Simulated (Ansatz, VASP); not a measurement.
# HfTeS: VASP beside Ansatz

Aim: how closely do two programs agree when they are given the same cell, functional and k mesh? The cell is taken from a series of runs on this material, whose earlier steps may have relaxed, scaled, displaced or heated it; both programs get it as it stands.

Calculated with Ansatz 0.2.0; plane waves, with VASP 6.6.1 beside it; PBEsol.

## 1. Set-up

The cell holds 3 atoms: 1 Hf, 1 S and 1 Te. Cell: a = 3.697 Å, b = 3.725 Å, c = 30.000 Å, α = 90.0°, β = 90.0°, γ = 119.8°. Vacuum lies along c.

Structure file:

```cif
data_structure
_symmetry_space_group_name_H-M 'P 1'
_symmetry_Int_Tables_number 1
_cell_length_a 3.6971
_cell_length_b 3.7251
_cell_length_c 30.0000
_cell_angle_alpha 90.000
_cell_angle_beta 90.000
_cell_angle_gamma 119.751
_cell_volume 358.70
loop_
_atom_site_label
_atom_site_type_symbol
_atom_site_fract_x
_atom_site_fract_y
_atom_site_fract_z
_atom_site_occupancy
Hf1 Hf 0.00021 0.00042 0.33891 1
S2 S 0.33232 0.66463 0.38259 1
Te3 Te 0.66747 0.33495 0.27517 1
```

## 2. Ansatz: zone-centre phonons, PBEsol

Ansatz runs on its PAW soft_1 files.

Second derivatives magnify differences that forces hide, and they need a tight electronic threshold.

input.yaml

```yaml
crystal:
  lattice:
    - [3.6970536293, 0.0, 0.0]
    - [-1.8485268146, 3.2340831941, 0.0]
    - [0.0, 0.0, 30.0]
  atoms:
    - { symbol: Hf, position: [0.0002103186, 0.0004206373, 0.3389065283] }
    - { symbol: S, position: [0.3323170274, 0.6646340547, 0.3825935307] }
    - { symbol: Te, position: [0.667472654, 0.334945308, 0.2751666076] }
  periodic: [true, true, false]
kpoints:
  mp_grid: { grid: [15, 15, 1] }
hamiltonian:
  xc: pbesol
  pseudopotentials: { kind: paw, azcp: { folder: soft_1 }, xc_functional: pbe }
scf:
  occupations: { method: methfessel_paxton, width: 0.2 }
output:
  eigenvalues: true
phonons:
  method: dfpt
```

Command:

```bash
> ansatz run input.yaml --threads 8 --pin off --max-ram 16384MiB --backend cpu --events-out ev --progress --plain --runs-dir out
```

Numbers of over 12 decimals in the logs are rounded to 6 here.

What it wrote:

```text
zone centre: on kpoints.mp_grid the ground state, and the responses unless they are solved on pairs of k-points, stand on 64 of the mesh's 225 k-points, reduced under 2 symmetry operations, with k and −k counted as one. Each operation leaves every solved displacement unchanged or reverses it
Engine: ansatz 0.2.0, aarch64-unknown-linux-gnu
Pseudopotentials: kind: paw
Pseudopotential: Hf, paw, valence charge 26, recommended cutoff 420 eV (normal), soft_1/Hf.paw.azcp
Pseudopotential: S, paw, valence charge 6, recommended cutoff 420 eV (normal), soft_1/S.paw.azcp
Pseudopotential: Te, paw, valence charge 16, recommended cutoff 420 eV (normal), soft_1/Te.paw.azcp
Functional definition: PBEsol
  exchange = pbesol_x
  correlation = pbesol_c
Crystal: 3 atoms, lattice volume = 358.697 Å³
Basis set: ecut = 420 eV, 7057 PW (Γ), exchange–correlation on 50×50×432 points (8 copies of the dense FFT grid, shifted against one another)
Bands: 29, of which v1, the nominal top of the filled ones, is band 24 counted from 1 (23 counted from 0)
Symmetry: 2 space group operations
k-points: 64 of 225 (time reversal used)
Non-local potential: Hf, projectors of the file, l = 0: 3, l = 1: 2, l = 2: 2, l = 3: 3
Non-local potential: S, projectors of the file, l = 0: 2, l = 1: 2, l = 2: 1
Non-local potential: Te, projectors of the file, l = 0: 2, l = 1: 2, l = 2: 2, l = 3: 1
PAW form: soft (Blöchl's): semilocal exchange-correlation on the pseudo side does not see the compensation charge
PAW frozen core: Hf, regenerated for the run's functional, and the local potential with it (the file was generated under x = pbe(κ = 0.804, μ = 0.219515), c = pbe(β = 0.066725))
PAW frozen core: S, regenerated for the run's functional, and the local potential with it (the file was generated under x = pbe(κ = 0.804, μ = 0.219515), c = pbe(β = 0.066725))
PAW frozen core: Te, regenerated for the run's functional, and the local potential with it (the file was generated under x = pbe(κ = 0.804, μ = 0.219515), c = pbe(β = 0.066725))
PAW one-centre angular grid: Hf, 590 points (default); XC on 64 Gauss nodes
PAW one-centre angular grid: S, 110 points (default); XC on 64 Gauss nodes
PAW one-centre angular grid: Te, 590 points (default); XC on 64 Gauss nodes
Initial density: superposition of atomic densities (neutral atoms: chi_scale 0, normalization atom)
Initial wavefunctions: pseudopotential atomic-orbital guess
Functional: x = pbesol(κ = 0.804, μ = 0.123457), c = pbesol(β = 0.046)
SCF iter   1: F=—  HF=-23389.316851 eV  |F-HF|=—  |Δ(HF+E_count)|=         —  Δρ=1.76e-2  dr2=1.71e0  ethr=3.10e-3  ⟨swp⟩=13.3  Hψ=12867  notcnv=0
preconditioner: auto → LDOS  [metal: Δε(μ)=0.073 eV  Ē_g=11.374 eV  σ=0.200 eV  W_gap=0.30  n_scr=20 (ndim 8)  ℏωp=10.7 eV  f_vac=0.761  D(μ)=0.55/eV (n_scr^D=4)  β→1.0]
SCF iter   2: F=—  HF=-23389.354192 eV  |F-HF|=—  |Δ(HF+E_count)|=   3.73e-2  S|Δr|=    0.00e0  Δρ=1.55e-2  dr2=2.03e0  ethr=3.10e-3  ⟨swp⟩=4.7  Hψ=5787  notcnv=0  defer=9
SCF iter   3: F=—  HF=-23388.835588 eV  |F-HF|=—  |Δ(HF+E_count)|=   5.19e-1  S|Δr|=    0.00e0  Δρ=2.88e-3  dr2=2.44e-1  ethr=3.10e-3  ⟨swp⟩=4.2  Hψ=5187  notcnv=0  defer=7
SCF iter   4: F=—  HF=-23388.804049 eV  |F-HF|=—  |Δ(HF+E_count)|=   3.15e-2  S|Δr|=    0.00e0  Δρ=1.43e-3  dr2=1.30e-2  ethr=5.07e-4  ⟨swp⟩=2.6  Hψ=3419  notcnv=0  defer=6
SCF iter   5: F=—  HF=-23388.804785 eV  |F-HF|=—  |Δ(HF+E_count)|=   7.35e-4  S|Δr|=    0.00e0  Δρ=6.51e-4  dr2=1.23e-3  ethr=2.70e-5  ⟨swp⟩=3.0  Hψ=4181  notcnv=0  defer=6
SCF iter   6: F=—  HF=-23388.803835 eV  |F-HF|=—  |Δ(HF+E_count)|=   9.50e-4  S|Δr|=    0.00e0  Δρ=2.23e-4  dr2=1.84e-4  ethr=2.56e-6  ⟨swp⟩=2.8  Hψ=3830  notcnv=0  defer=6
SCF iter   7: F=—  HF=-23388.803836 eV  |F-HF|=—  |Δ(HF+E_count)|=   1.39e-6  S|Δr|=    0.00e0  Δρ=7.35e-5  dr2=4.66e-5  ethr=3.84e-7  ⟨swp⟩=3.0  Hψ=4163  notcnv=0  defer=6
SCF iter   8: F=—  HF=-23388.803832 eV  |F-HF|=—  |Δ(HF+E_count)|=   3.98e-6  S|Δr|=    0.00e0  Δρ=3.18e-5  dr2=4.33e-6  ethr=9.70e-8  ⟨swp⟩=2.9  Hψ=3391  notcnv=0  defer=6
SCF iter   9: F=—  HF=-23388.803916 eV  |F-HF|=—  |Δ(HF+E_count)|=   8.38e-5  S|Δr|=    0.00e0  Δρ=7.68e-6  dr2=1.37e-7  ethr=9.02e-9  ⟨swp⟩=3.0  Hψ=3730  notcnv=0  defer=6
SCF iter  10: F=—  HF=-23388.803916 eV  |F-HF|=—  |Δ(HF+E_count)|=   1.11e-7  S|Δr|=    0.00e0  Δρ=2.68e-6  dr2=2.23e-8  ethr=2.86e-10  ⟨swp⟩=3.3  Hψ=4485  notcnv=0  defer=6
SCF iter  11: F=—  HF=-23388.803916 eV  |F-HF|=—  |Δ(HF+E_count)|=   8.97e-8  S|Δr|=    0.00e0  Δρ=1.01e-6  dr2=3.69e-9  ethr=4.64e-11  ⟨swp⟩=3.0  Hψ=3840  notcnv=0  defer=6
SCF iter  12: F=—  HF=-23388.803916 eV  |F-HF|=—  |Δ(HF+E_count)|=  1.24e-10  S|Δr|=    0.00e0  Δρ=2.93e-7  dr2=4.25e-10  ethr=7.70e-12  ⟨swp⟩=3.5  Hψ=4509  notcnv=0  defer=6
SCF iter  13: F=—  HF=-23388.803916 eV  |F-HF|=—  |Δ(HF+E_count)|=   2.21e-9  S|Δr|=    0.00e0  Δρ=1.02e-7  dr2=3.42e-11  ethr=1.00e-12  ⟨swp⟩=2.7  Hψ=3578  notcnv=0  defer=6
SCF iter  14: F=-23388.803916 eV  HF=-23388.803916 eV  |F-HF|=1.13e-10  |Δ(HF+E_count)|=  6.84e-10  S|Δr|=    0.00e0  Δρ=2.20e-8  dr2=2.78e-12  ethr=1.00e-12  ⟨swp⟩=15.1  Hψ=14697  notcnv=0
SCF 1 converged in 14 iterations: F = -23388.803916 eV  dr2 = 2.78e-12
  greatest PAW one-centre occupation: 0.998 electrons in one spin orbital (limit 2), on the Hf atom at site 0 (counted from 0), in its partial waves of l = 3
DFPT response loops at Γ: preconditioner auto → none (partly filled bands, converged f_vac=0.769); β = 0.50; Broyden in place of MSR1
SCF converged after 14 iterations
Stability not checked: this state was not tested for a lower state beside it, because cold or Methfessel-Paxton smearing, or corrected tetrahedra, fill the levels in a way that the test cannot read (fill_not_monotonic; see scf.lower_state_search)
Free energy (F): -23388.803916 eV
Harris-Foulkes:  -23388.803916 eV  (|F-HF|=1.13e-10)
Internal energy: -23388.804987 eV  (E = F + TS)
E sigma→0 (E₀):  -23388.804184 eV
Entropy (-TS):   0.001070 eV (0.357 meV/atom)
Fermi energy:    -4.714848 eV
Step filling:    the computed levels leave a gap of 0.0190 eV = 0.1 smearing widths at the electron count; against every level under it full and every level over it empty, smearing changes F+E_penalty+E_count by -0.988 meV and its σ→0 estimate by -1.256 meV
--- Per-component energies (eV) ---
  E_band       = -1172.900978
  E_kinetic    = 685.592279
  E_local      = -115570.504555  (includes V_loc(G=0)·N_el)
  E_nonlocal   = 170.632113
  E_hartree    = 57224.625407
  E_xc         = -473.620686
  E_vxc        = -438.446595  (∫ρ·V_xc dr)
  E_paw        = -12763.228214  (= ΣΔE_a)
  E_vpaw       = -469.425010  (= ΣTr[D̂ρ^β])
  E_aug_tail   = 0.000179  (compensation charges beyond the density's cutoff)
  E_ewald      = 47336.010673
  E_core_change = 1.687817  (= ΣΔE_core)
  E_smearing   = 0.001070  (= −TS)
  E_closure    = -0.000000  (closes the sum)
  Σ components = -23388.803916   (vs F -23388.803916, Δ=0.00e0)
--- Band table (eV; the first three rows and the last of 64) ---
  k-point 0: bands = [... 20 lower, -8.3608, -6.9414, -4.3954, -4.3177, -3.9287, -3.8444, -3.2749, -1.2864, ... 1 higher]
  k-point 1: bands = [... 20 lower, -8.3446, -6.8306, -4.9959, -4.6176, -3.8205, -3.5269, -3.0843, -1.1528, ... 1 higher]
  k-point 2: bands = [... 20 lower, -8.3037, -6.6644, -5.9120, -5.0143, -3.9325, -3.0903, -2.8267, -1.2030, ... 1 higher]
  k-point 63: bands = [... 20 lower, -8.6002, -8.0836, -7.1694, -6.7742, -3.8301, -2.8799, -1.8611, -0.9999, ... 1 higher]
--- Phonons (Γ-DFPT): 9 representative perturbations + reference, on 64 of 225 k-points (Σ response iterations 44) ---
  k mesh reduced under 2 symmetry operations, with k and −k counted as one. Each operation leaves every solved displacement unchanged or reverses it
  ASR residual: 4.372e-5 → 0.000e0 eV/Å²; symmetrization residual: 1.370e-5 eV/Å²
  ASR residual per site (eV/Å²): 1.45e-5 4.37e-5 7.75e-6
  Γ frequencies (cm⁻¹): 0.00 0.00 0.00 90.72 91.10 179.60 230.93 231.17 296.51
  non-analytic LO–TO correction: not included (Born effective charges unavailable; polar crystals: no LO–TO splitting at Γ)
```

The column dr2 measures how far the density is from self-consistency, as an energy; F and HF (Harris–Foulkes) agree once it is small.

[end of part 1 of 2]

[Lines on the potential files, build, host, timing and source positions are cut from VASP's logs without a mark.]

[Logs are printed without paths, hosts, clocks, repeated set-up lines and the standing remarks that a program may print on its own settings, such as how far it seeks lower states.]

[Hosts, paths, dates, database ids (printed as entryN), source tags and the programs' standing remarks are cut or masked in the printed files.]
